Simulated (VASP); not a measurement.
# SrTiO3 (Tausonite): the band gap up a ladder of functionals, part 4 of 5

Wanted: bands and gap of SrTiO3 (Tausonite) from one functional after another. LASPH is on for some levels and off for others; the table marks which. The start is a cell from a database of measured crystal structures.

VASP 6.6.1, plane waves and PAW; the level of theory is named at each step.

So far, least gap on mesh and path (eV): step 2 (bands, level LDA, k 4×4×4) 1.73; step 5 (bands, level r2SCAN, k 4×4×4) 2.26; step 6 (bands, level TB-mBJ, k 4×4×4) 2.81; step 7 (bands, level LAK, k 4×4×4) 2.46; step 8 (bands, level BLYP, k 4×4×4) 1.85.

### 10. Bands with HSE06, k 4×4×4

This step: HSE06; plane waves and PAW (Sr_sv, Ti_sv, O) (VASP 6.6.1).

HSE06 mixes in a quarter of exact exchange at short range, at far higher cost; in semiconductors this cures much of the gap error, while metals seldom gain.

INCAR reads:

```
SYSTEM = SrTiO3
PREC = Accurate
ENCUT = 520
EDIFF = 1E-06
NELM = 100
ISMEAR = 0
SIGMA = 0.02
LREAL = .FALSE.
ALGO = Normal
LHFCALC = .TRUE.
AEXX = 0.25
GGA = PE
HFSCREEN = 0.2
LASPH = .TRUE.
NBANDS = 26
PRECFOCK = Fast
LORBIT = 11
LWAVE = .FALSE.
LCHARG = .FALSE.
KPAR = 8
```

POSCAR reads:

```
SrTiO3
1.0
    3.9052800000      0.0000000000      0.0000000000
    0.0000000000      3.9052800000      0.0000000000
    0.0000000000      0.0000000000      3.9052800000
Sr Ti O
1 1 3
Direct
    0.5000000000      0.5000000000      0.5000000000
    0.0000000000      0.0000000000      0.0000000000
    0.5000000000      0.0000000000      0.0000000000
    0.0000000000      0.5000000000      0.0000000000
    0.0000000000      0.0000000000      0.5000000000
```

KPOINTS reads:

```
Automatic mesh
0
Gamma
4 4 4
0 0 0
```

KPOINTS_OPT reads:

```
Line mode
6
Line-mode
Reciprocal
  0.00000000   0.00000000   0.00000000 GAMMA
  0.00000000   0.50000000   0.00000000 X

  0.00000000   0.50000000   0.00000000 X
  0.50000000   0.50000000   0.00000000 M

  0.50000000   0.50000000   0.00000000 M
  0.00000000   0.00000000   0.00000000 GAMMA

  0.00000000   0.00000000   0.00000000 GAMMA
  0.50000000   0.50000000   0.50000000 R

  0.50000000   0.50000000   0.50000000 R
  0.00000000   0.50000000   0.00000000 X

  0.50000000   0.50000000   0.00000000 M
  0.50000000   0.50000000   0.50000000 R
```

The projector-augmented-wave data sets are Sr_sv, Ti_sv and O (PBE family, release 64).

The WAVECAR or CHGCAR of an earlier step is read.

Command:

```
> mpirun -np 8 vasp_std
```

Numbers of over 12 decimals in the logs are rounded to 6 here.

Output:

```text
[banner, memory and clock lines left out]
running    8 mpi-ranks, on    1 nodes
[...]
[... a notice as in an earlier step ...]

 LDA part: xc-table for (Slater+PW92), standard interpolation
 found WAVECAR, reading the header
 POSCAR, INCAR and KPOINTS ok, starting setup
[...]
reading WAVECAR
 the WAVECAR file was read successfully
 initial charge from wavefunction
 entering main loop
       N       E                     dE             d eps       ncg     rms          rms(c)
DAV:   1    -0.488616558972E+02   -0.48862E+02   -0.17076E+00   590   0.129E+01    0.375E+00
DAV:   2    -0.486952421753E+02    0.16641E+00   -0.41253E-01   570   0.984E+00    0.145E+00
DAV:   3    -0.487143215458E+02   -0.19079E-01   -0.72515E-02   728   0.212E+00    0.103E+00
DAV:   4    -0.487100020650E+02    0.43195E-02   -0.18708E-02   650   0.146E+00    0.625E-01
[...]
DAV:  10    -0.487105079708E+02   -0.13745E-05   -0.26612E-06   536   0.138E-02    0.233E-02
DAV:  11    -0.487105090180E+02   -0.10472E-05   -0.87767E-07   316   0.771E-03    0.138E-02
DAV:  12    -0.487105095740E+02   -0.55592E-06   -0.44950E-07   300   0.560E-03
   1 F= -.48710510E+02 E0= -.48710510E+02  d E =-.691718E-64
 Start KPOINTS_OPT (optional k-point list driver)
k-point batch [1-10\36]
       N       E                     dE             ncg
DAV:   1    -0.167331607922E+03   -0.67709E+04      520
DAV:   2    -0.451216565921E+04   -0.43448E+04      538
DAV:   3    -0.514991031095E+04   -0.63774E+03      710
DAV:   4    -0.521120654786E+04   -0.61296E+02      700
[...]
DAV:   8    -0.521329324525E+04   -0.57805E-04      744
DAV:   9    -0.521329324758E+04   -0.23302E-05      528
DAV:  10    -0.521329324771E+04   -0.13676E-06      440
[...]
k-point batch [31-36\36]
       N       E                     dE             ncg
DAV:   1     0.430243250743E+04   -0.93783E+04      312
DAV:   2     0.174873402536E+04   -0.25537E+04      328
DAV:   3     0.138246709230E+04   -0.36627E+03      432
DAV:   4     0.134993260812E+04   -0.32534E+02      430
[...]
DAV:   8     0.134895028673E+04   -0.33092E-04      406
DAV:   9     0.134895028547E+04   -0.12566E-05      328
DAV:  10     0.134895028540E+04   -0.77516E-07      268
```

Elapsed: 8.7 min, on 8 MPI ranks of AMD EPYC 9R45, shared host; peak memory 2.5 GiB.

Parts of OUTCAR (step 10):

```text
 POSITION                                       TOTAL-FORCE (eV/Angst)
 -----------------------------------------------------------------------------------
      1.95264      1.95264      1.95264         0.000000      0.000000      0.000000
      0.00000      0.00000      0.00000         0.000000      0.000000      0.000000
      1.95264      0.00000      0.00000         0.000000      0.000000      0.000000
      0.00000      1.95264      0.00000         0.000000      0.000000      0.000000
      0.00000      0.00000      1.95264         0.000000      0.000000      0.000000
 -----------------------------------------------------------------------------------
    total drift:                                0.000008      0.000000     -0.000009

  FREE ENERGIE OF THE ION-ELECTRON SYSTEM (eV)
  ---------------------------------------------------
  free  energy   TOTEN  =       -48.7105095740 eV

  energy  without entropy=      -48.7105095740  energy(sigma->0) =      -48.71050957

[... 1 part as in an earlier step ...]

[... 2 further parts left out ...]
[key lines of the parts left out:]
E-fermi :   3.3676
```

The electronic bands at the labelled points (eV, zero at the valence-band top; v1 is the highest filled band, c1 the lowest empty one):

| point | v4 | v3 | v2 | v1 | c1 | c2 | c3 | c4 |
| --- | --- | --- | --- | --- | --- | --- | --- | --- |
| Γ | -1.26 | -0.38 | -0.38 | -0.38 | 3.31 | 3.31 | 3.31 | 5.73 |
| 0.60 of the way | -2.09 | -1.83 | -0.70 | -0.70 | 3.43 | 4.76 | 4.76 | 5.74 |
| X | -2.51 | -2.09 | -0.80 | -0.80 | 3.50 | 5.43 | 5.43 | 5.75 |
| 0.40 of the way | -2.12 | -1.45 | -1.27 | -0.95 | 4.23 | 5.44 | 5.53 | 6.40 |
| M | -1.96 | -1.71 | -1.71 | -0.09 | 5.45 | 5.45 | 6.01 | 6.81 |
| 0.60 of the way | -1.60 | -1.33 | -0.91 | -0.90 | 4.08 | 4.22 | 4.51 | 6.25 |
| Γ | -1.26 | -0.38 | -0.38 | -0.38 | 3.31 | 3.31 | 3.31 | 5.73 |
| 0.60 of the way | -3.52 | -0.83 | -0.83 | -0.47 | 5.36 | 5.41 | 5.41 | 8.74 |
| R | -4.05 | 0.00 | 0.00 | 0.00 | 6.25 | 6.25 | 6.25 | 8.67 |
| 0.40 of the way | -3.42 | -0.77 | -0.61 | -0.34 | 5.47 | 5.82 | 5.86 | 8.67 |
| X | -2.51 | -2.09 | -0.80 | -0.80 | 3.50 | 5.43 | 5.43 | 5.75 |
| jump to M | -1.96 | -1.71 | -1.71 | -0.09 | 5.45 | 5.45 | 6.01 | 6.81 |
| 0.60 of the way | -3.81 | -0.48 | -0.48 | -0.03 | 5.91 | 5.91 | 6.17 | 8.71 |
| R | -4.05 | 0.00 | 0.00 | 0.00 | 6.25 | 6.25 | 6.25 | 8.67 |

Of the projections kept (Sr, Ti, O), the largest for each band there; the rest of the weight can lie on other orbitals:

| point | v4 | v3 | v2 | v1 | c1 | c2 | c3 | c4 |
| --- | --- | --- | --- | --- | --- | --- | --- | --- |
| Γ | O 1.00 | O 0.95 | O 0.95 | O 0.95 | Ti 0.97 | Ti 0.97 | Ti 0.97 | Ti 0.95 |
| X | O 0.77 | O 0.93 | O 0.94 | O 0.94 | Ti 1.00 | Ti 0.83 | Ti 0.83 | Ti 0.95 |
| M | O 0.84 | O 0.93 | O 0.93 | O 0.98 | Ti 0.84 | Ti 0.84 | Ti 0.88 | Ti 0.88 |
| Γ | O 1.00 | O 0.95 | O 0.95 | O 0.95 | Ti 0.97 | Ti 0.97 | Ti 0.97 | Ti 0.95 |
| R | O 0.69 | O 1.00 | O 1.00 | O 1.00 | Ti 0.86 | Ti 0.86 | Ti 0.86 | Sr 0.85 |
| X | O 0.77 | O 0.93 | O 0.94 | O 0.94 | Ti 1.00 | Ti 0.83 | Ti 0.83 | Ti 0.95 |

The gap is 3.31 eV, indirect, from R to Γ. Against LDA that is +1.59 eV; this run took 33 times the core time, on fewer points of the path.

### 11. Bands with HSE03, k 4×4×4

This step: HSE03; plane waves and PAW (Sr_sv, Ti_sv, O) (VASP 6.6.1).

HSE03, as typed here, screens exact exchange more strongly than HSE06 (HFSCREEN 0.3 against 0.2).

INCAR: that of step 10 with these lines changed.

```diff
@@ -12,3 +12,3 @@
 GGA = PE
-HFSCREEN = 0.2
+HFSCREEN = 0.3
 LASPH = .TRUE.
```

POSCAR is that of step 10.

KPOINTS is that of step 10.

KPOINTS_OPT is that of step 10.

Command:

```
> mpirun -np 8 vasp_std
```

Output:

```text
[... set-up lines as in an earlier step ...]
 entering main loop
       N       E                     dE             d eps       ncg     rms          rms(c)
DAV:   1    -0.476991296525E+02   -0.47699E+02   -0.16210E+00   590   0.126E+01    0.374E+00
DAV:   2    -0.475334627846E+02    0.16567E+00   -0.42946E-01   578   0.993E+00    0.140E+00
DAV:   3    -0.475519863833E+02   -0.18524E-01   -0.58021E-02   718   0.176E+00    0.102E+00
DAV:   4    -0.475480573043E+02    0.39291E-02   -0.17646E-02   634   0.138E+00    0.624E-01
[...]
DAV:  10    -0.475484306757E+02   -0.18879E-05   -0.24196E-06   504   0.118E-02    0.232E-02
DAV:  11    -0.475484317875E+02   -0.11118E-05   -0.72479E-07   310   0.741E-03    0.138E-02
DAV:  12    -0.475484323339E+02   -0.54639E-06   -0.48038E-07   310   0.543E-03
   1 F= -.47548432E+02 E0= -.47548432E+02  d E =-.428019E-64
 Start KPOINTS_OPT (optional k-point list driver)
k-point batch [1-10\36]
       N       E                     dE             ncg
DAV:   1    -0.130730756033E+03   -0.67343E+04      520
DAV:   2    -0.444991331126E+04   -0.43192E+04      546
DAV:   3    -0.507351174985E+04   -0.62360E+03      710
DAV:   4    -0.513269161139E+04   -0.59180E+02      700
[...]
DAV:   8    -0.513470110619E+04   -0.65532E-04      736
DAV:   9    -0.513470110874E+04   -0.25564E-05      552
DAV:  10    -0.513470110888E+04   -0.13530E-06      422
[...]
k-point batch [31-36\36]
       N       E                     dE             ncg
DAV:   1     0.432592102497E+04   -0.93548E+04      312
DAV:   2     0.179251568869E+04   -0.25334E+04      328
DAV:   3     0.143109265351E+04   -0.36142E+03      432
DAV:   4     0.139838524449E+04   -0.32707E+02      446
[...]
DAV:   8     0.139741428512E+04   -0.28344E-04      424
DAV:   9     0.139741428400E+04   -0.11242E-05      318
DAV:  10     0.139741428394E+04   -0.54936E-07      270
```

Elapsed: 8.3 min, on 8 MPI ranks; peak memory 2.5 GiB.

OUTCAR, selected parts (step 11):

```text
 POSITION                                       TOTAL-FORCE (eV/Angst)
 -----------------------------------------------------------------------------------
      1.95264      1.95264      1.95264         0.000000      0.000000      0.000000
      0.00000      0.00000      0.00000         0.000000      0.000000      0.000000
      1.95264      0.00000      0.00000         0.000000      0.000000      0.000000
      0.00000      1.95264      0.00000         0.000000      0.000000      0.000000
      0.00000      0.00000      1.95264         0.000000      0.000000      0.000000
 -----------------------------------------------------------------------------------
    total drift:                                0.000006      0.000000     -0.000006

  FREE ENERGIE OF THE ION-ELECTRON SYSTEM (eV)
  ---------------------------------------------------
  free  energy   TOTEN  =       -47.5484323339 eV

  energy  without entropy=      -47.5484323339  energy(sigma->0) =      -47.54843233

[... 2 parts as in an earlier step ...]

[... 1 further part left out ...]
[key lines of the parts left out:]
E-fermi :   3.5272
```

Electronic bands along the path, in eV, zero at the valence-band top; v1 is the highest filled band, c1 the lowest empty one:

| point | v4 | v3 | v2 | v1 | c1 | c2 | c3 | c4 |
| --- | --- | --- | --- | --- | --- | --- | --- | --- |
| Γ | -1.27 | -0.39 | -0.39 | -0.39 | 3.04 | 3.04 | 3.04 | 5.46 |
| 0.60 of the way | -2.08 | -1.82 | -0.71 | -0.71 | 3.16 | 4.47 | 4.47 | 5.47 |
| X | -2.49 | -2.07 | -0.81 | -0.81 | 3.23 | 5.13 | 5.13 | 5.48 |
| 0.40 of the way | -2.11 | -1.44 | -1.27 | -0.95 | 3.95 | 5.14 | 5.23 | 6.12 |
| M | -1.96 | -1.70 | -1.70 | -0.09 | 5.15 | 5.15 | 5.71 | 6.53 |
| 0.60 of the way | -1.60 | -1.33 | -0.92 | -0.90 | 3.80 | 3.94 | 4.23 | 5.97 |
| Γ | -1.27 | -0.39 | -0.39 | -0.39 | 3.04 | 3.04 | 3.04 | 5.46 |
| 0.60 of the way | -3.49 | -0.82 | -0.82 | -0.47 | 5.07 | 5.11 | 5.11 | 8.43 |
| R | -4.01 | 0.00 | 0.00 | 0.00 | 5.94 | 5.94 | 5.94 | 8.37 |
| 0.40 of the way | -3.39 | -0.77 | -0.61 | -0.34 | 5.17 | 5.51 | 5.55 | 8.37 |
| X | -2.49 | -2.07 | -0.81 | -0.81 | 3.23 | 5.13 | 5.13 | 5.48 |
| jump to M | -1.96 | -1.70 | -1.70 | -0.09 | 5.15 | 5.15 | 5.71 | 6.53 |
| 0.60 of the way | -3.78 | -0.48 | -0.48 | -0.03 | 5.60 | 5.60 | 5.86 | 8.41 |
| R | -4.01 | 0.00 | 0.00 | 0.00 | 5.94 | 5.94 | 5.94 | 8.37 |

Of the projections kept (Sr, Ti, O), the largest for each band there; the rest of the weight can lie on other orbitals:

| point | v4 | v3 | v2 | v1 | c1 | c2 | c3 | c4 |
| --- | --- | --- | --- | --- | --- | --- | --- | --- |
| Γ | O 1.00 | O 0.95 | O 0.95 | O 0.95 | Ti 0.97 | Ti 0.97 | Ti 0.97 | Ti 0.95 |
| X | O 0.77 | O 0.93 | O 0.94 | O 0.94 | Ti 1.00 | Ti 0.83 | Ti 0.83 | Ti 0.95 |
| M | O 0.84 | O 0.94 | O 0.94 | O 0.98 | Ti 0.84 | Ti 0.84 | Ti 0.88 | Ti 0.88 |
| Γ | O 1.00 | O 0.95 | O 0.95 | O 0.95 | Ti 0.97 | Ti 0.97 | Ti 0.97 | Ti 0.95 |
| R | O 0.69 | O 1.00 | O 1.00 | O 1.00 | Ti 0.86 | Ti 0.86 | Ti 0.86 | Sr 0.85 |
| X | O 0.77 | O 0.93 | O 0.94 | O 0.94 | Ti 1.00 | Ti 0.83 | Ti 0.83 | Ti 0.95 |

The gap is 3.04 eV, indirect, from R to Γ. Against LDA that is +1.32 eV; this run took 31 times the core time, on fewer points of the path.

### 12. Bands with r2SCAN0, k 4×4×4

This step: r2SCAN0; plane waves and PAW (Sr_sv, Ti_sv, O) (VASP 6.6.1).

r2SCAN0 replaces a quarter of the r2SCAN exchange by unscreened exact exchange.

INCAR: that of step 11 with these lines changed.

```diff
@@ -11,4 +11,3 @@
 AEXX = 0.25
-GGA = PE
-HFSCREEN = 0.3
+METAGGA = R2SCAN
 LASPH = .TRUE.
@@ -16,2 +15,3 @@
 PRECFOCK = Fast
+HFRCUT = -1
 LORBIT = 11
```

POSCAR is that of step 11.

KPOINTS is that of step 11.

KPOINTS_OPT is that of step 11.

Command:

```
> mpirun -np 8 vasp_std
```

Output:

```text
[banner, memory and clock lines left out]
running    8 mpi-ranks, on    1 nodes
[...]
[... a notice as in an earlier step ...]

 [... a notice as in an earlier step ...]

 LDA part: xc-table for (None), standard interpolation
 found WAVECAR, reading the header
 POSCAR, INCAR and KPOINTS ok, starting setup
[...]
HFRCUT set to (new)   9.690569
 reading WAVECAR
 the WAVECAR file was read successfully
 initial charge from wavefunction
 entering main loop
       N       E                     dE             d eps       ncg     rms          rms(c)
DAV:   1    -0.691877440879E+02   -0.69188E+02   -0.30571E+00   606   0.180E+01    0.471E+00
DAV:   2    -0.689625566646E+02    0.22519E+00   -0.53572E-01   576   0.111E+01    0.223E+00
DAV:   3    -0.689777101354E+02   -0.15153E-01   -0.16638E-01   686   0.398E+00    0.144E+00
DAV:   4    -0.689758922366E+02    0.18179E-02   -0.18991E-02   652   0.157E+00    0.897E-01
[...]
DAV:  11    -0.689752938713E+02   -0.15154E-05   -0.10899E-06   336   0.100E-02    0.248E-02
DAV:  12    -0.689752948973E+02   -0.10260E-05   -0.76232E-07   300   0.724E-03    0.148E-02
DAV:  13    -0.689752954717E+02   -0.57435E-06   -0.31964E-07   288   0.460E-03
   1 F= -.68975295E+02 E0= -.68975295E+02  d E =-.395494E-60
 Start KPOINTS_OPT (optional k-point list driver)
k-point batch [1-10\36]
       N       E                     dE             ncg
DAV:   1    -0.345132751445E+03   -0.69487E+04      520
DAV:   2    -0.486582348400E+04   -0.45207E+04      532
DAV:   3    -0.554327962823E+04   -0.67746E+03      684
DAV:   4    -0.560391826837E+04   -0.60639E+02      692
[...]
DAV:   8    -0.560611908520E+04   -0.65977E-04      744
DAV:   9    -0.560611908733E+04   -0.21289E-05      534
DAV:  10    -0.560611908743E+04   -0.10282E-06      446
[...]
k-point batch [31-36\36]
       N       E                     dE             ncg
DAV:   1     0.418996642701E+04   -0.94908E+04      312
DAV:   2     0.151934010705E+04   -0.26706E+04      336
DAV:   3     0.114172441623E+04   -0.37762E+03      416
DAV:   4     0.111312295150E+04   -0.28601E+02      454
[...]
DAV:   8     0.111223689064E+04   -0.37902E-04      416
DAV:   9     0.111223688945E+04   -0.11906E-05      326
DAV:  10     0.111223688939E+04   -0.59929E-07      254
```

Run time: 8.7 min. Hardware: 8 MPI ranks; peak memory 1.7 GiB; 70 min of CPU time.

From OUTCAR (step 12):

```text
 POSITION                                       TOTAL-FORCE (eV/Angst)
 -----------------------------------------------------------------------------------
      1.95264      1.95264      1.95264         0.000000      0.000000      0.000000
      0.00000      0.00000      0.00000         0.000000      0.000000      0.000000
      1.95264      0.00000      0.00000         0.000000      0.000000      0.000000
      0.00000      1.95264      0.00000         0.000000      0.000000      0.000000
      0.00000      0.00000      1.95264         0.000000      0.000000      0.000000
 -----------------------------------------------------------------------------------
    total drift:                               -0.000001     -0.000003     -0.000008

  FREE ENERGIE OF THE ION-ELECTRON SYSTEM (eV)
  ---------------------------------------------------
  free  energy   TOTEN  =       -68.9752954717 eV

  energy  without entropy=      -68.9752954717  energy(sigma->0) =      -68.97529547

[... 2 parts as in an earlier step ...]

[... 1 further part left out ...]
[key lines of the parts left out:]
E-fermi :   2.7610
```

Electronic bands along the path, in eV, zero at the valence-band top; v1 is the highest filled band, c1 the lowest empty one:

| point | v4 | v3 | v2 | v1 | c1 | c2 | c3 | c4 |
| --- | --- | --- | --- | --- | --- | --- | --- | --- |
| Γ | -1.29 | -0.39 | -0.39 | -0.39 | 4.38 | 4.38 | 4.38 | 6.72 |
| 0.60 of the way | -2.11 | -1.86 | -0.72 | -0.72 | 4.51 | 5.82 | 5.82 | 6.73 |
| X | -2.53 | -2.12 | -0.82 | -0.82 | 4.57 | 6.50 | 6.50 | 6.74 |
| 0.40 of the way | -2.15 | -1.47 | -1.28 | -0.97 | 5.29 | 6.51 | 6.61 | 7.40 |
| M | -2.00 | -1.74 | -1.74 | -0.09 | 6.52 | 6.52 | 7.10 | 7.85 |
| 0.60 of the way | -1.62 | -1.36 | -0.92 | -0.92 | 5.14 | 5.29 | 5.58 | 7.25 |
| Γ | -1.29 | -0.39 | -0.39 | -0.39 | 4.38 | 4.38 | 4.38 | 6.72 |
| 0.60 of the way | -3.56 | -0.84 | -0.84 | -0.49 | 6.45 | 6.49 | 6.49 | 9.81 |
| R | -4.10 | 0.00 | 0.00 | 0.00 | 7.34 | 7.34 | 7.34 | 9.89 |
| 0.40 of the way | -3.45 | -0.79 | -0.62 | -0.35 | 6.55 | 6.91 | 6.94 | 9.75 |
| X | -2.53 | -2.12 | -0.82 | -0.82 | 4.57 | 6.50 | 6.50 | 6.74 |
| jump to M | -2.00 | -1.74 | -1.74 | -0.09 | 6.52 | 6.52 | 7.10 | 7.85 |
| 0.60 of the way | -3.86 | -0.49 | -0.49 | -0.03 | 6.99 | 6.99 | 7.25 | 9.88 |
| R | -4.10 | 0.00 | 0.00 | 0.00 | 7.34 | 7.34 | 7.34 | 9.89 |

Of the projections kept (Sr, Ti, O), the largest for each band there; the rest of the weight can lie on other orbitals:

| point | v4 | v3 | v2 | v1 | c1 | c2 | c3 | c4 |
| --- | --- | --- | --- | --- | --- | --- | --- | --- |
| Γ | O 1.00 | O 0.95 | O 0.95 | O 0.95 | Ti 0.97 | Ti 0.97 | Ti 0.97 | Ti 0.95 |
| X | O 0.79 | O 0.94 | O 0.94 | O 0.94 | Ti 1.00 | Ti 0.84 | Ti 0.84 | Ti 0.95 |
| M | O 0.84 | O 0.94 | O 0.94 | O 0.98 | Ti 0.85 | Ti 0.85 | Ti 0.89 | Ti 0.89 |
| Γ | O 1.00 | O 0.95 | O 0.95 | O 0.95 | Ti 0.97 | Ti 0.97 | Ti 0.97 | Ti 0.95 |
| R | O 0.70 | O 1.00 | O 1.00 | O 1.00 | Ti 0.87 | Ti 0.87 | Ti 0.87 | Sr 0.85 |
| X | O 0.79 | O 0.94 | O 0.94 | O 0.94 | Ti 1.00 | Ti 0.84 | Ti 0.84 | Ti 0.95 |

The gap is 4.38 eV, indirect, from R to Γ. Against LDA that is +2.66 eV; this run took 33 times the core time, on fewer points of the path.

(Continued in part 5 of 5.)

[Lines on the potential files, build, host, timing and source positions are cut from VASP's logs without a mark.]

[Logs are printed without paths, hosts, clocks, repeated set-up lines and the standing remarks that a program may print on its own settings, such as how far it seeks lower states.]

[Hosts, paths, dates, database ids (printed as entryN), source tags and the programs' standing remarks are cut or masked in the printed files.]

[A measured line is paired with the nearest computed mode of its activity, which favours agreement.]
